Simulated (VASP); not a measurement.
# Tellurium: how numerical settings change the zone-centre modes, part 3 of 3

How far do the zone-centre frequencies of Tellurium depend on the numerical settings? The starting structure is a measured crystal structure from the Crystallography Open Database.

VASP 6.6.1.

Results so far: reference E (2) 126.6 cm⁻¹; a 5×5×3 mesh E (2) 124.2 cm⁻¹; a cutoff of 180 eV E (2) 126.9 cm⁻¹.

The database entry behind the starting cell differs from later determinations by our own check (inner coordinate of an old entry), so it need not match the best structure at ambient conditions.

## Step 5: Modes with a 10×10×8 mesh

Level of this step: LDA; plane waves and PAW (Te) (VASP).

Against step 2 the input has a 10×10×8 mesh.

Contents of INCAR:

```
SYSTEM = Te
PREC = Accurate
ENCUT = 450
EDIFF = 1E-08
NELM = 100
ISMEAR = 0
SIGMA = 0.03
LREAL = .FALSE.
ALGO = Normal
GGA = CA
NBANDS = 15
LORBIT = 11
LWAVE = .FALSE.
LCHARG = .FALSE.
KPAR = 2
IBRION = 8
LEPSILON = .TRUE.
ISIF = 2
```

Contents of POSCAR:

```
Te
1.0
    4.2763237015      0.0000000000      0.0000000000
   -2.1381618507      3.7034049603      0.0000000000
    0.0000000000      0.0000000000      5.9338143231
Te
3
Direct
    0.7126865078      0.7126865078      0.0000000000
    0.0000000000      0.2873134922      0.6666666667
    0.2873134922      0.0000000000      0.3333333333
```

Contents of KPOINTS:

```
Automatic mesh
0
Gamma
10 10 8
0 0 0
```

The projector-augmented-wave data sets are Te (LDA family, release 64).

Launch:

```
$ mpirun -np 2 vasp_std
```

Output:

```text
[... set-up lines as in an earlier step ...]
 entering main loop
       N       E                     dE             d eps       ncg     rms          rms(c)
DAV:   1     0.676954668696E+02    0.67695E+02   -0.60637E+03  2820   0.862E+02
DAV:   2    -0.691282870362E+01   -0.74608E+02   -0.71069E+02  3803   0.136E+02
DAV:   3    -0.113674021215E+02   -0.44546E+01   -0.44287E+01  3324   0.380E+01
DAV:   4    -0.114450071631E+02   -0.77605E-01   -0.77593E-01  4155   0.596E+00
[...]
DAV:  11    -0.114125144380E+02    0.41504E-06   -0.18745E-06  3660   0.843E-03    0.303E-03
DAV:  12    -0.114125144418E+02   -0.38305E-08   -0.29850E-07  3541   0.317E-03    0.148E-03
DAV:  13    -0.114125144459E+02   -0.40557E-08   -0.19330E-08  2875   0.864E-04
   1 F= -.11412514E+02 E0= -.11412514E+02  d E =-.170397E-11
 Linear response reoptimize wavefunctions to high precision
DAV:   1    -0.114125144465E+02   -0.61232E-09   -0.24079E-09  2922   0.338E-04
DAV:   2    -0.114125144465E+02    0.22169E-10   -0.21560E-10  2047   0.107E-04
 Linear response G [H, r] |phi>, progress :
  Direction:   1
[...]
RMM:  14    -0.460956715278E-01    0.48347E-08    0.26337E-10  7729   0.318E-06    0.315E-07
 first order change of Fermi-energy   0.16463E+00
 force on displaced ion       1 direction 1 :  -2.368  -0.078  -0.300
 Born effective charge ion    1 direction 1 :  -2.033   3.390   4.738
 Linear response progress:
  Degree of freedom:   2/  2
       N       E                     dE             d eps       ncg     rms          rms(c)
RMM:   1    -0.589803388792E-01   -0.58980E-01    0.42327E-02 29531   0.108E+00
RMM:   2    -0.559804684397E-01    0.29999E-02   -0.29827E-03 19193   0.307E-01    0.253E-01
RMM:   3    -0.557097721253E-01    0.27070E-03   -0.54450E-04 19959   0.980E-02    0.172E-01
RMM:   4    -0.556661846289E-01    0.43587E-04   -0.16758E-05 20221   0.254E-02    0.869E-02
[...]
RMM:   9    -0.556581494389E-01   -0.10390E-06   -0.29978E-08 21377   0.907E-05    0.566E-05
RMM:  10    -0.556582343120E-01   -0.84873E-07   -0.28506E-08 21594   0.303E-05    0.157E-05
RMM:  11    -0.556582363949E-01   -0.20829E-08    0.42232E-09 21843   0.101E-05    0.255E-06
 first order change of Fermi-energy  -0.15560E-04
 force on displaced ion       1 direction 3 :  -0.300   0.176  -4.895
 Born effective charge ion    1 direction 3 :   4.379  -2.535  -0.095
 Born effective charges drift removed
 Linear response finished
```

Elapsed: 29 min, on 2 MPI ranks of Intel Xeon Platinum 8259CL at 2.50GHz (Skylake/Cascade Lake), shared host; peak memory 1.9 GiB; 58 min of CPU time.

Parts of OUTCAR (step 5):

```text
  Total       -0.0003755     -0.0003755     -0.0146263     -0.0000000      0.0000000     -0.0000000
  in kB       -0.0064023     -0.0064023     -0.2493666     -0.0000000      0.0000000     -0.0000000
  external PRESSURE =      -0.0873904 kB  Pullay stress =       0.0000000 kB

 POSITION                                       TOTAL-FORCE (eV/Angst)
 -----------------------------------------------------------------------------------
      1.52384      2.63937      0.00000        -0.002122     -0.003676     -0.000000
     -0.61432      1.06404      3.95588        -0.002122      0.003676     -0.000000
      1.22865      0.00000      1.97794         0.004245      0.000000      0.000000
 -----------------------------------------------------------------------------------
    total drift:                               -0.000000     -0.000000      0.000000

 MACROSCOPIC STATIC DIELECTRIC TENSOR (including local field effects in DFT)
 ------------------------------------------------------
         102.792479     0.000000    -0.000000
           0.000000   102.792479     0.000000
           0.000000     0.000000   182.700606
 ------------------------------------------------------

 MACROSCOPIC STATIC DIELECTRIC TENSOR IONIC CONTRIBUTION
 ------------------------------------------------------
          44.506723     0.000000     0.000000
           0.000000    44.506723    -0.000000
           0.000000    -0.000000    46.037529
 ------------------------------------------------------

[... 1 part as in an earlier step ...]

[... 1 further part left out ...]
```

With a 10×10×8 mesh the modes are E (2) 126.2, A1 95.9, A2 89.7, E (1) 80.8 cm⁻¹; the largest shift is +0.6 cm⁻¹, in A2, from the reference.

## Step 6: Modes with finite displacements

Against step 2 the input has IBRION = 6, NFREE = 2, POTIM = 0.015 and no LEPSILON (also changed: NSW).

INCAR: that of step 5 with these lines changed.

```diff
@@ -15,4 +15,6 @@
 KPAR = 2
-IBRION = 8
-LEPSILON = .TRUE.
+IBRION = 6
+NFREE = 2
+POTIM = 0.015
+NSW = 1
 ISIF = 2
```

POSCAR is that of step 5.

Contents of KPOINTS:

```
Automatic mesh
0
Gamma
8 8 6
0 0 0
```

Launch:

```
$ mpirun -np 2 vasp_std
```

Output:

```text
[... set-up lines as in an earlier step ...]
 entering main loop
       N       E                     dE             d eps       ncg     rms          rms(c)
[... 13 cycles as in an earlier step ...]
   1 F= -.11412105E+02 E0= -.11412105E+02  d E =-.961329E-11
[...]
2 F= -.11411829E+02 E0= -.11411829E+02  d E =-.393169E-12
[...]
3 F= -.11411850E+02 E0= -.11411850E+02  d E =-.266213E-11
[...]
4 F= -.11411553E+02 E0= -.11411553E+02  d E =-.101252E-11
[...]
5 F= -.11411553E+02 E0= -.11411553E+02  d E =-.101228E-11
 Finite differences progress:
  Degree of freedom:   2/  2
  Displacement:        2/  2
  Total:               4/  4
```

The job ended after 6 min (2 MPI ranks; peak memory 0.8 GiB).

OUTCAR, selected parts (step 6):

```text
  Total       -0.0210535      0.0282914      0.0018218     -0.0139130     -0.0581187     -0.0332488
  in kB       -0.3589458      0.4823459      0.0310595     -0.2372063     -0.9908785     -0.5668674
  external PRESSURE =       0.0514865 kB  Pullay stress =       0.0000000 kB

 POSITION                                       TOTAL-FORCE (eV/Angst)
 -----------------------------------------------------------------------------------
      1.52384      2.63937     -0.01500         0.003751     -0.004320      0.073700
     -0.61432      1.06404      3.95588        -0.000549      0.006812     -0.037843
      1.22865      0.00000      1.97794        -0.003202     -0.002492     -0.035857
 -----------------------------------------------------------------------------------
    total drift:                               -0.000012     -0.000012      0.000068

  FREE ENERGIE OF THE ION-ELECTRON SYSTEM (eV)
  ---------------------------------------------------
  free  energy   TOTEN  =       -11.4115527039 eV

  energy  without entropy=      -11.4115527039  energy(sigma->0) =      -11.41155270

[... 2 parts as in an earlier step ...]

[... 1 further part left out ...]
[key lines of the parts left out:]
E-fermi :   6.9227
```

The last energy, forces and stress in OUTCAR belong to the last displaced cell, not to that of POSCAR.

With finite displacements the modes are E (2) 126.5, A1 96.5, A2 89.1, E (1) 80.9 cm⁻¹; the largest shift is -0.1 cm⁻¹, in E (2), from the reference.

## Step 7: Comparison

```csv
run,E (2),A1,A2,E (1),method,core minutes
reference,126.6,96.4,89.1,81.0,perturbation theory,28.9
a 5×5×3 mesh,124.2,98.2,87.2,81.7,perturbation theory,8.9
a cutoff of 180 eV,126.9,97.1,89.4,81.4,perturbation theory,9.07
a 10×10×8 mesh,126.2,95.9,89.7,80.8,perturbation theory,58.2
finite displacements,126.5,96.5,89.1,80.9,finite displacements,11.9
```

Modes are in cm⁻¹, degenerate ones as one, matched between runs by symmetry and order. A number in brackets counts the listed modes of one symmetry from the lowest. The symmetry labels come from an automatic analysis and can be wrong where levels nearly coincide. Core minutes are wall time times ranks of the run shown, on a shared host.

## Step 8: Results

```
E (2), reference            : 126.6 cm⁻¹
E (1), reference            : 81.0 cm⁻¹
E (2), a 5×5×3 mesh         : 124.2 cm⁻¹
E (1), a 5×5×3 mesh         : 81.7 cm⁻¹
E (2), a cutoff of 180 eV   : 126.9 cm⁻¹
E (1), a cutoff of 180 eV   : 81.4 cm⁻¹
E (2), a 10×10×8 mesh       : 126.2 cm⁻¹
E (1), a 10×10×8 mesh       : 80.8 cm⁻¹
E (2), finite displacements : 126.5 cm⁻¹
E (1), finite displacements : 80.9 cm⁻¹
```

**Reading.** The largest change comes with a 5×5×3 mesh: -2.4 cm⁻¹ in E (2). On finer settings the modes change by up to +0.6 cm⁻¹ in A2 with a 10×10×8 mesh. Other changes move the modes by more: -2.4 cm⁻¹ in E (2) with a 5×5×3 mesh. The dielectric constants and Born charges in the logs aren't compared here; at a small gap they can be far off, and in a run without a gap they mean nothing. Further runs on this material are not shown.

[Lines on the potential files, build, host, timing and source positions are cut from VASP's logs without a mark.]

[Logs are printed without paths, hosts, clocks, repeated set-up lines and the standing remarks that a program may print on its own settings, such as how far it seeks lower states.]

[Hosts, paths, dates, database ids (printed as entryN), source tags and the programs' standing remarks are cut or masked in the printed files.]
